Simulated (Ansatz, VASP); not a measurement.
# Two plane-wave programs on RuPtSe3

```
Ru Pt Se
1.0
     4.65705    0.00000    0.00000
     0.00000    4.65705    0.00000
     0.00000    0.00000    4.65705
Ru Pt Se
1 1 3
Direct
  0.50000 0.50000 0.50000
  0.00000 0.00000 0.00000
  0.00000 0.50000 0.50000
  0.50000 0.00000 0.50000
  0.50000 0.50000 0.00000
```

Alike in both runs: task single point; functional PBE; k mesh 4 × 4 × 4; occupations gaussian, width 0.1 eV; collinear spin.

|  | VASP | Ansatz |
| --- | --- | --- |
| version | VASP 6.6.1 | Ansatz 0.2.0 |
| potentials or method | VASP PAW PBE potentials, release 64 (Ru_pv, Pt, Se) | scalar-relativistic, plane waves, PAW |
| plane-wave cutoff (eV) | 520 | 420 |
| valence electrons in the cell | 42 | 82 |

|  | VASP | Ansatz | Ansatz less VASP |
| --- | --- | --- | --- |
| gap on the k mesh at the Fermi level (eV) | none | none | - |
| pressure (GPa) | 8.8 | 8.8 | -0.08 |
| net moment per atom (μB) | 0.00 | 0.00 | 0.000 |

A gap of «none» marks a metal or a gap that the smearing closes. The functional is the same, so the differences come from potentials, cutoffs and numerics. The two sets of potentials don't hold the same shells in valence. Ansatz warned: «seeded_moment_not_kept».

Spin-orbit coupling is left out, which matters for the levels of Pt.
